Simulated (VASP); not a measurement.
Crystal: Sn.

```
Sn
1.0
    -2.94014    2.94014    1.59930
     2.94014   -2.94014    1.59930
     2.94014    2.94014   -1.59930
Sn
2
Cartesian
  0.0000 2.9401 0.7997
  0.0000 0.0000 0.0000
```

```yaml
Program: VASP 6.6.1
Task: relaxation of cell and atoms
Functional: PBE
Potentials_or_basis: VASP PAW PBE potentials, release 64 (Sn_d)
Cutoff: 600 eV
k_mesh: 15 × 15 × 15
Occupations: methfessel-paxton, width 0.1 eV
Spin: no spin polarisation
```

At the start: pressure 1.3 GPa; volume 27.65 Å³/atom.

Task: Where does the relaxation end?

Result: Over 11 steps the energy falls by 4.0 meV/atom and the volume is 28.38 Å³/atom (+2.7 %); space group I4_1/amd (No. 141, to 0.05 Å).

Step by step:
| step | energy change (eV) | largest force (eV/Å) | pressure (GPa) | volume (Å³) |
| --- | --- | --- | --- | --- |
| 1 | 0.0000 | 0.0000 | 1.34 | 55.30 |
| 2 | -0.0071 | 0.0000 | -0.33 | 57.17 |
| 3 | -0.0073 | 0.0000 | -0.07 | 56.89 |
| 4 | -0.0073 | 0.0000 | -0.13 | 56.92 |
| 5 | -0.0078 | 0.0000 | -0.13 | 56.88 |
| 6 | -0.0079 | 0.0000 | -0.15 | 56.86 |
| 7 | -0.0079 | 0.0000 | -0.11 | 56.84 |
| 8 | -0.0079 | 0.0000 | -0.08 | 56.85 |
| 9 | -0.0079 | 0.0000 | -0.09 | 56.85 |
| 10 | -0.0079 | 0.0000 | 0.08 | 56.71 |
| 11 | -0.0079 | 0.0000 | -0.02 | 56.77 |

Final structure:
```
Sn
1.0
    -2.98076    2.98076    1.59729
     2.98076   -2.98076    1.59729
     2.98076    2.98076   -1.59729
Sn
2
Direct
  0.75000 0.25000 0.50000
  0.00000 0.00000 0.00000
```
